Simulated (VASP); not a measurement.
Data:

```
Au2Nb3
1.0
   -1.70781     1.70781     7.66090
    1.70781    -1.70781     7.66090
    1.70781     1.70781    -7.66090
Nb Au
3 2
Direct
  0.00000   0.00000   0.00000
  0.39924   0.39924   0.00000
  0.60076   0.60076   0.00000
  0.19977   0.19977   0.00000
  0.80023   0.80023   0.00000
```

All values below come from PBEsol GGA, VASP's PBE PAW potentials (set 64) (plane waves; VASP). Run with 300 eV cut-off, 7×7×7 Γ-centred mesh, Gaussian smearing of 0.20 eV, potentials Nb_sv Au.

At this cut-off the stress carries a Pulay error, which pulls relaxed volumes low. Unless said otherwise, spin-orbit coupling is left out, though it shifts the bands of the heavy elements here.

**Question.** Estimate the energy per atom (σ→0), pressure, largest force, band gap (on the k-mesh) with the smallest direct gap where there is one.

**Answer.** 
band gap (on the k-mesh): none (metal, semimetal or under 0.01 eV)
energy per atom (σ→0): -8.313 eV/atom
pressure: -7.60 GPa
largest force: 0.075 eV/Å

The absolute energy has meaning only against runs of the same code, potentials and settings.

The structure comes from a computed database's Nb3Au2 entry; how it stands against other phases isn't given here. The cell was not relaxed at this level. The k-mesh is coarse (spacing up to 0.37 per Å, 2π included), so the numbers may not be converged in it. The electron count is odd and the run is not spin-polarised, which forces a metal.
